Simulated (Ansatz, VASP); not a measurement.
# Cross-check of AlNi between VASP and Ansatz

Aim: how closely do two programs agree when they are given the same cell, functional and k mesh? The cell is taken from a series of runs on this material, whose earlier steps may have relaxed, scaled, displaced or heated it; both programs get it as it stands.

Method: plane waves, with VASP 6.6.1 beside it; single point at PBEsol, in Ansatz 0.2.0.

### 1. The structure

It takes space group Pm-3m (No. 221, cubic). The conventional cell has a = 2.763 Å, b = 2.763 Å, c = 2.763 Å, α = 90.00°, β = 90.00°, γ = 90.00°. Nearest to Al lie 8 Ni at 2.39 Å. Nearest to Ni lie 8 Al at 2.39 Å. Farther neighbours are not listed.

Coordinates:

```cif
data_structure
_symmetry_space_group_name_H-M 'P 1'
_symmetry_Int_Tables_number 1
_cell_length_a 2.7630
_cell_length_b 2.7630
_cell_length_c 2.7630
_cell_angle_alpha 90.000
_cell_angle_beta 90.000
_cell_angle_gamma 90.000
_cell_volume 21.09
loop_
_atom_site_label
_atom_site_type_symbol
_atom_site_fract_x
_atom_site_fract_y
_atom_site_fract_z
_atom_site_occupancy
Al1 Al 0.00000 0.00000 0.00000 1
Ni2 Ni 0.50000 0.50000 0.50000 1
```

### 2. VASP: single point, PBEsol, pair 1

With cell and atoms fixed, the geometry can't cause a difference; cores, projectors, grids and the points listed under the comparison can.

Lines of VASP's logs that name or quote its potential files are left out, and so is its time.

The input, INCAR:

```
SYSTEM = AlNi
PREC = Accurate
ENCUT = 600
EDIFF = 1E-06
NELM = 120
ISMEAR = 1
SIGMA = 0.2
LREAL = .FALSE.
ALGO = Normal
GGA = PS
NBANDS = 12
LASPH = .TRUE.
LORBIT = 11
LWAVE = .FALSE.
LCHARG = .FALSE.
ISIF = 2
GGA_COMPAT = .FALSE.
```

The input, POSCAR:

```
AlNi
1.0
    2.7629787104      0.0000000000      0.0000000000
    0.0000000000      2.7629787104      0.0000000000
    0.0000000000      0.0000000000      2.7629787104
Al Ni
1 1
Direct
    0.0000000000      0.0000000000      0.0000000000
    0.5000000000      0.5000000000      0.5000000000
```

The input, KPOINTS:

```
Automatic mesh
0
Gamma
16 16 16
0 0 0
```

Potentials, in the order of the species: Al and Ni (PBE family, release 64).

On the command line:

```bash
$ mpirun -np 1 vasp_std
```

Numbers of over 12 decimals in the logs are rounded to 6 here.

Output:

```text
[banner, memory and clock lines left out]
running    1 mpi-ranks, on    1 nodes
 distrk:  each k-point on    1 cores,    1 groups
 distr:  one band on    1 cores,    1 groups

 POSCAR found type information on POSCAR AlNi
 POSCAR found :  2 types and       2 ions
|                                                                             |
|               ----> ADVICE to this user running VASP <----                  |
|                                                                             |
|     You enforced a specific xc type in the INCAR file but a different       |
|     [... a line on the potential file left out ...]
|     I HOPE YOU KNOW WHAT YOU ARE DOING!                                     |
|                                                                             |

 LDA part: xc-table for (Slater+PW92), standard interpolation
 POSCAR, INCAR and KPOINTS ok, starting setup
 FFT: planning ... GRIDC
 FFT: planning ... GRID_SOFT
 FFT: planning ... GRID
 WAVECAR not read
 entering main loop
       N       E                     dE             d eps       ncg     rms          rms(c)
DAV:   1     0.452058712190E+02    0.45206E+02   -0.62459E+03  3992   0.133E+03
DAV:   2    -0.113231122343E+02   -0.56529E+02   -0.52358E+02  4044   0.212E+02
DAV:   3    -0.131535996627E+02   -0.18305E+01   -0.18105E+01  4788   0.444E+01
DAV:   4    -0.131793301063E+02   -0.25730E-01   -0.25722E-01  4388   0.476E+00
DAV:   5    -0.131800592841E+02   -0.72918E-03   -0.72916E-03  4776   0.888E-01    0.137E+01
DAV:   6    -0.145570169686E+02   -0.13770E+01   -0.48979E+01  4368   0.116E+02    0.145E+01
DAV:   7    -0.114596154914E+02    0.30974E+01   -0.14383E+01  4396   0.687E+01    0.110E+00
DAV:   8    -0.114477532331E+02    0.11862E-01   -0.24421E-01  4876   0.571E+00    0.109E+00
DAV:   9    -0.114313938359E+02    0.16359E-01   -0.46630E-02  4800   0.330E+00    0.197E-01
DAV:  10    -0.114310392132E+02    0.35462E-03   -0.12757E-03  4880   0.541E-01    0.101E-01
DAV:  11    -0.114310382280E+02    0.98517E-06   -0.35833E-05  4968   0.556E-02    0.367E-02
DAV:  12    -0.114310360066E+02    0.22214E-05   -0.97460E-06  4704   0.530E-02    0.585E-03
DAV:  13    -0.114310360161E+02   -0.95106E-08   -0.21785E-07  2408   0.522E-03
   1 F= -.11431036E+02 E0= -.11431309E+02  d E =0.819663E-03
```

From OUTCAR (step 2):

```text
ion  position               nearest neighbor table
   1  0.000  0.000  0.000-   2 2.39   2 2.39   2 2.39   2 2.39   2 2.39   2 2.39   2 2.39   2 2.39

  LATTYP: Found a simple cubic cell.
 ALAT       =     2.7629787104

 Subroutine GETGRP returns: Found 48 space group operations
 (whereof 48 operations were pure point group operations)

The static configuration has the point symmetry O_h .

 Found    165 irreducible k-points:

   k-points           NKPTS =    165   k-points in BZ     NKDIM =    165   number of bands    NBANDS=     12

   dimension x,y,z NGX =    24 NGY =   24 NGZ =   24
   dimension x,y,z NGXF=    48 NGYF=   48 NGZF=   48

   ENCUT  =  600.0 eV  44.10 Ry    6.64 a.u.   5.52  5.52  5.52*2*pi/ulx,y,z

   NELECT =      13.0000    total number of electrons

 k-points in reciprocal lattice and weights: Automatic mesh
   0.00000000  0.00000000  0.00000000       0.000
   0.06250000  0.00000000  0.00000000       0.001
   0.12500000  0.00000000  0.00000000       0.001
   0.18750000  0.00000000  0.00000000       0.001
   0.25000000  0.00000000  0.00000000       0.001
   0.31250000  0.00000000  0.00000000       0.001
   0.37500000  0.00000000  0.00000000       0.001
   0.43750000  0.00000000  0.00000000       0.001
   0.50000000  0.00000000  0.00000000       0.001
[...]
0.50000000  0.50000000  0.43750000       0.001
   0.50000000  0.50000000  0.50000000       0.000

 average (electrostatic) potential at core
       1 -67.8647       2 -79.8842

 E-fermi :  11.6401

 k-point     1 :       0.0000    0.0000    0.0000
  band No.  band energies     occupation
    ...
      2       7.7567      2.00000
      3       7.7567      2.00000
      4       9.8306      2.00000
      5       9.8306      2.00000
      6       9.8306      2.00000
      7      17.7067      0.00000
      8      17.7067      0.00000
      9      17.7067      0.00000
     10      20.2127      0.00000
     11      20.2127      0.00000
    ...

 k-point     2 :       0.0625    0.0000    0.0000
  band No.  band energies     occupation
    ...
      2       7.7541      2.00000
      3       7.7772      2.00000
      4       9.7934      2.00000
      5       9.7934      2.00000
      6       9.8347      2.00000
      7      16.8291      0.00000
      8      17.8106      0.00000
      9      17.8106      0.00000
     10      20.2087      0.00000
     11      21.0346      0.00000
    ...

 k-point     3 :       0.1250    0.0000    0.0000
  band No.  band energies     occupation
    ...
      2       7.7324      2.00000
      3       7.8363      2.00000
      4       9.6906      2.00000
      5       9.6906      2.00000
      6       9.8464      2.00000
      7      15.3459     -0.00000
      8      18.1137      0.00000
      9      18.1137      0.00000
     10      20.1970      0.00000
     11      22.3330      0.00000
    ...

  Total        3.0397734      3.0397734      3.0397734      0.0000000     -0.0000000     -0.0000000
  in kB      230.8974707    230.8974707    230.8974707      0.0000000     -0.0000000     -0.0000000
  external PRESSURE =     230.8974707 kB  Pullay stress =       0.0000000 kB

  energy-cutoff  :      600.00
  volume of cell :       21.09
      direct lattice vectors                 reciprocal lattice vectors
     2.762978710  0.000000000  0.000000000     0.361928232  0.000000000  0.000000000
     0.000000000  2.762978710  0.000000000     0.000000000  0.361928232  0.000000000
     0.000000000  0.000000000  2.762978710     0.000000000  0.000000000  0.361928232

 POSITION                                       TOTAL-FORCE (eV/Angst)
 -----------------------------------------------------------------------------------
      0.00000      0.00000      0.00000         0.000000      0.000000      0.000000
      1.38149      1.38149      1.38149         0.000000      0.000000      0.000000
 -----------------------------------------------------------------------------------
    total drift:                                0.000000      0.000000     -0.000000

  FREE ENERGIE OF THE ION-ELECTRON SYSTEM (eV)
  ---------------------------------------------------
  free  energy   TOTEN  =       -11.4310360161 eV

  energy  without entropy=      -11.4318556789  energy(sigma->0) =      -11.43130924

 total charge
# of ion       s       p       d       tot
------------------------------------------
    1        0.398   0.473   0.000   0.871
    2        0.535   0.639   8.549   9.723
--------------------------------------------------
tot          0.933   1.112   8.549  10.594

[... 3 further parts left out ...]
```

The run ends at a pressure of 23.09 GPa.

### 3. Ansatz: single point, PBEsol, pair 1

Ansatz runs on its PAW soft_1 files.

The same cell, functional, mesh and smearing now go to Ansatz, which takes its cutoff from its data sets.

The input, input.yaml:

```yaml
crystal:
  lattice:
    - [2.7629787104, 0.0, 0.0]
    - [0.0, 2.7629787104, 0.0]
    - [0.0, 0.0, 2.7629787104]
  atoms:
    - { symbol: Al, position: [0.0, 0.0, 0.0] }
    - { symbol: Ni, position: [0.5, 0.5, 0.5] }
kpoints:
  mp_grid: { grid: [16, 16, 16] }
hamiltonian:
  xc: pbesol
  pseudopotentials: { kind: paw, azcp: { folder: soft_1 }, xc_functional: pbe }
scf:
  occupations: { method: methfessel_paxton, width: 0.2 }
output:
  forces: true
  stress: true
  eigenvalues: true
```

On the command line:

```bash
$ ansatz run input.yaml --threads 4 --pin off --max-ram 10240MiB --backend cpu --events-out ev --progress --plain --runs-dir out
```

Output:

```text
Engine: ansatz 0.2.0, aarch64-unknown-linux-gnu
Pseudopotentials: kind: paw
Pseudopotential: Al, paw, valence charge 3, recommended cutoff 420 eV (normal), soft_1/Al.paw.azcp
Pseudopotential: Ni, paw, valence charge 18, recommended cutoff 420 eV (normal), soft_1/Ni.paw.azcp
Functional definition: PBEsol
  exchange = pbesol_x
  correlation = pbesol_c
Crystal: 2 atoms, lattice volume = 21.093 Å³
Basis set: ecut = 420 eV, 437 PW (Γ), exchange–correlation on 40×40×40 points (8 copies of the dense FFT grid, shifted against one another)
Bands: 15, of which v1, the nominal top of the filled ones, is band 11 counted from 1 (10 counted from 0)
Symmetry: 48 space group operations
Space group: Pm-3m (ITA 221), of the structure as read, at distance tolerance 2.8e-5 Å
k-points: 165 of 4096
Non-local potential: Al, projectors of the file, l = 0: 2, l = 1: 2, l = 2: 1
Non-local potential: Ni, projectors of the file, l = 0: 3, l = 1: 2, l = 2: 3, l = 3: 1
PAW form: soft (Blöchl's): semilocal exchange-correlation on the pseudo side does not see the compensation charge
PAW frozen core: Al, regenerated for the run's functional, and the local potential with it (the file was generated under x = pbe(κ = 0.804, μ = 0.219515), c = pbe(β = 0.066725))
PAW frozen core: Ni, regenerated for the run's functional, and the local potential with it (the file was generated under x = pbe(κ = 0.804, μ = 0.219515), c = pbe(β = 0.066725))
PAW one-centre angular grid: Al, 110 points (default); XC on 64 Gauss nodes
PAW one-centre angular grid: Ni, 590 points (default); XC on 64 Gauss nodes
Initial density: superposition of atomic densities (chi_scale 0.1, normalization cell, long waves kept (reshape's long-wave potential 0.00 eV rms))
Initial wavefunctions: pseudopotential atomic-orbital guess
Functional: x = pbesol(κ = 0.804, μ = 0.123457), c = pbesol(β = 0.046)
SCF iter   1: F=—  HF=-6331.015377 eV  |F-HF|=—  |Δ(HF+E_count)|=         —  Δρ=5.60e-2  dr2=7.62e-1  ethr=3.10e-3  ⟨swp⟩=4.1  Hψ=11021  notcnv=0
preconditioner: auto → none  [metal: Δε(μ)=0.012 eV  Ē_g=11.044 eV  σ=0.200 eV  W_gap=0.05  n_scr=6 (ndim 8)  ℏωp=29.2 eV  f_vac=0.000  D(μ)=0.57/eV (n_scr^D=0)  sad-step TF]
SCF iter   2: F=—  HF=-6330.891725 eV  |F-HF|=—  |Δ(HF+E_count)|=   1.24e-1  S|Δr|=    0.00e0  Δρ=4.77e-2  dr2=5.44e-1  ethr=3.10e-3  ⟨swp⟩=2.0  Hψ=4250  notcnv=0  defer=24
SCF iter   3: F=—  HF=-6330.726042 eV  |F-HF|=—  |Δ(HF+E_count)|=   1.66e-1  S|Δr|=    0.00e0  Δρ=7.18e-3  dr2=1.43e-2  ethr=2.59e-3  ⟨swp⟩=2.0  Hψ=3194  notcnv=0  defer=24
SCF iter   4: F=—  HF=-6330.721957 eV  |F-HF|=—  |Δ(HF+E_count)|=   4.08e-3  S|Δr|=    0.00e0  Δρ=7.89e-4  dr2=3.24e-5  ethr=6.79e-5  ⟨swp⟩=1.5  Hψ=3839  notcnv=0  defer=38
SCF iter   5: F=—  HF=-6330.722049 eV  |F-HF|=—  |Δ(HF+E_count)|=   9.19e-5  S|Δr|=    0.00e0  Δρ=1.04e-3  dr2=1.11e-4  ethr=1.54e-7  ⟨swp⟩=2.0  Hψ=4186  notcnv=0  defer=38
SCF iter   6: F=—  HF=-6330.722028 eV  |F-HF|=—  |Δ(HF+E_count)|=   2.11e-5  S|Δr|=    0.00e0  Δρ=1.83e-5  dr2=3.77e-8  ethr=1.54e-7  ⟨swp⟩=2.0  Hψ=4153  notcnv=0  defer=38
SCF iter   7: F=-6330.722035 eV  HF=-6330.722035 eV  |F-HF|=3.28e-10  |Δ(HF+E_count)|=   7.23e-6  S|Δr|=    0.00e0  Δρ=3.68e-6  dr2=1.82e-9  ethr=1.79e-10  ⟨swp⟩=4.5  Hψ=10854  notcnv=0
SCF 1 converged in 7 iterations: F = -6330.722035 eV  dr2 = 1.82e-9
  greatest PAW one-centre occupation: 1.001 electrons in one spin orbital (limit 2), on the Ni atom at site 1 (counted from 0), in its partial waves of l = 1
SCF converged after 7 iterations
Stability not checked: this state was not tested for a lower state beside it, because cold or Methfessel-Paxton smearing, or corrected tetrahedra, fill the levels in a way that the test cannot read (fill_not_monotonic; see scf.lower_state_search)
Free energy (F): -6330.722035 eV
Harris-Foulkes:  -6330.722035 eV  (|F-HF|=3.28e-10)
Internal energy: -6330.722837 eV  (E = F + TS)
E sigma→0 (E₀):  -6330.722236 eV
Entropy (-TS):   0.000802 eV (0.401 meV/atom)
Fermi energy:    15.988486 eV
--- Per-component energies (eV) ---
  E_band       = -300.685763
  E_kinetic    = 373.852022
  E_local      = -3569.392632  (includes V_loc(G=0)·N_el)
  E_nonlocal   = -105.040525
  E_hartree    = 1892.361757
  E_xc         = -153.744639
  E_vxc        = -180.151302  (∫ρ·V_xc dr)
  E_paw        = -2081.258469  (= ΣΔE_a)
  E_vpaw       = -604.681058  (= ΣTr[D̂ρ^β])
  E_aug_tail   = 0.001004  (compensation charges beyond the density's cutoff)
  E_ewald      = -2687.717783
  E_core_change = 0.216428  (= ΣΔE_core)
  E_smearing   = 0.000802  (= −TS)
  E_closure    = -0.000000  (closes the sum)
  Σ components = -6330.722035   (vs F -6330.722035, Δ=0.00e0)
--- Forces (eV/Å), atoms counted from 1 ---
  atom   1  Al    -0.00000000     0.00000000     0.00000000
  atom   2  Ni     0.00000000     0.00000000     0.00000000
  max |Σ_I F_I| component: 6.26e-29 eV/Å
--- Stress (GPa, compression-positive) ---
       22.895818       0.000000       0.000000
        0.000000      22.895818       0.000000
        0.000000       0.000000      22.895818
  P = ⅓ Tr σ = 22.8958 GPa (228.958 kbar)
--- Band table (eV; the first three rows and the last of 165) ---
  k-point 0: bands = [... 7 lower, 14.1887, 14.1887, 14.1887, 22.0253, 22.0253, 22.0253, 24.5251, 24.5251]
  k-point 1: bands = [... 7 lower, 14.1512, 14.1512, 14.1929, 21.1534, 22.1291, 22.1291, 24.5207, 25.3410]
  k-point 2: bands = [... 7 lower, 14.0474, 14.0474, 14.2047, 19.6764, 22.4322, 22.4322, 24.5075, 26.6311]
  k-point 164: bands = [... 7 lower, 14.8625, 14.8625, 17.8296, 17.8296, 17.8296, 20.8794, 21.0576, 21.0576]
```

In the SCF lines HF is the Harris–Foulkes energy and dr2 the Hartree energy of the density residual, in eV; the loop may stop once dr2 is under the threshold and the program's other checks hold. Hψ counts applications of the Hamiltonian.

The run ends at a pressure of 22.90 GPa.

### 4. Side by side

Known differences besides the potentials themselves: the data sets hold 21 valence electrons in Ansatz (on its PAW soft_1 files) and 13 in VASP; the cutoff is 420 eV in Ansatz and 600 eV in VASP; Ansatz makes its cores anew for this functional, VASP keeps those of its PBE data sets. Total energies have different zeros and are not compared.

Both answers:

```csv
quantity,Ansatz,VASP,difference
pressure (GPa),22.90,23.09,-0.19
```

### 5. Ansatz: single point, PBEsol, pair 2

With cell and atoms fixed, the geometry can't cause a difference; cores, projectors, grids and the points listed under the comparison can. The cell compared in this pair holds 22.50 Å³, against 21.09 Å³ for the pair before.

The cell is taken from a series of runs on this material, whose earlier steps may have relaxed, scaled, displaced or heated it; both programs get it as it stands.

Edit input.yaml of step 3 so:

```diff
@@ -2,5 +2,5 @@
   lattice:
-    - [2.7629787104, 0.0, 0.0]
-    - [0.0, 2.7629787104, 0.0]
-    - [0.0, 0.0, 2.7629787104]
+    - [2.8230621964, 0.0, 0.0]
+    - [0.0, 2.8230621964, 0.0]
+    - [0.0, 0.0, 2.8230621964]
   atoms:
```

Output:

```text
[...]
Crystal: 2 atoms, lattice volume = 22.499 Å³
Basis set: ecut = 420 eV, 461 PW (Γ), exchange–correlation on 40×40×40 points (8 copies of the dense FFT grid, shifted against one another)
Bands: 15, of which v1, the nominal top of the filled ones, is band 11 counted from 1 (10 counted from 0)
Symmetry: 48 space group operations
[...]
k-points: 165 of 4096
[...]
--- Band table (eV; the first three rows and the last of 165) ---
  k-point 0: bands = [... 7 lower, 13.1449, 13.1449, 13.1449, 20.5352, 20.5352, 20.5352, 23.1171, 23.1171]
  k-point 1: bands = [... 7 lower, 13.1103, 13.1103, 13.1486, 19.7107, 20.6346, 20.6346, 23.1172, 23.8768]
  k-point 2: bands = [... 7 lower, 13.0148, 13.0148, 13.1593, 18.2879, 20.9250, 20.9250, 23.1175, 25.0809]
  k-point 164: bands = [... 7 lower, 13.7583, 13.7583, 16.6937, 16.6937, 16.6937, 19.0689, 19.5594, 19.5594]
[key lines of the parts left out:]
SCF converged after 7 iterations
Free energy (F): -6330.852749 eV
Fermi energy:    14.799251 eV
P = ⅓ Tr σ = 7.7123 GPa (77.123 kbar)
```

The run ends at a pressure of 7.71 GPa.

### 6. VASP: single point, PBEsol, pair 2

The same cell, functional, mesh and smearing now go to VASP, with its own data sets.

INCAR is that of step 2.

The input, POSCAR:

```
AlNi
1.0
    2.8230621964      0.0000000000      0.0000000000
    0.0000000000      2.8230621964      0.0000000000
    0.0000000000      0.0000000000      2.8230621964
Al Ni
1 1
Direct
    0.0000000000      0.0000000000      0.0000000000
    0.5000000000      0.5000000000      0.5000000000
```

KPOINTS is that of step 2.

On the command line:

```bash
$ mpirun -np 1 vasp_std
```

Output:

```text
[banner, memory and clock lines left out]
running    1 mpi-ranks, on    1 nodes
[...]
[... a notice as in an earlier step ...]

 LDA part: xc-table for (Slater+PW92), standard interpolation
 POSCAR, INCAR and KPOINTS ok, starting setup
[...]
entering main loop
       N       E                     dE             d eps       ncg     rms          rms(c)
DAV:   1     0.449284252826E+02    0.44928E+02   -0.61949E+03  4008   0.129E+03
DAV:   2    -0.114254702122E+02   -0.56354E+02   -0.51904E+02  4068   0.209E+02
DAV:   3    -0.132235195795E+02   -0.17980E+01   -0.17779E+01  4732   0.441E+01
DAV:   4    -0.132481958254E+02   -0.24676E-01   -0.24665E-01  4440   0.465E+00
[...]
DAV:  11    -0.115637717452E+02   -0.15180E-05   -0.48956E-05  4540   0.597E-02    0.289E-02
DAV:  12    -0.115637700866E+02    0.16586E-05   -0.85187E-06  4580   0.506E-02    0.373E-03
DAV:  13    -0.115637698885E+02    0.19809E-06   -0.19217E-07  2380   0.598E-03
   1 F= -.11563770E+02 E0= -.11564108E+02  d E =0.101583E-02
```

(Continued in part 2 of 2.)

[Lines on the potential files, build, host, timing and source positions are cut from VASP's logs without a mark.]

[Logs are printed without paths, hosts, clocks, repeated set-up lines and the standing remarks that a program may print on its own settings, such as how far it seeks lower states.]

[Hosts, paths, dates, database ids (printed as entryN), source tags and the programs' standing remarks are cut or masked in the printed files.]
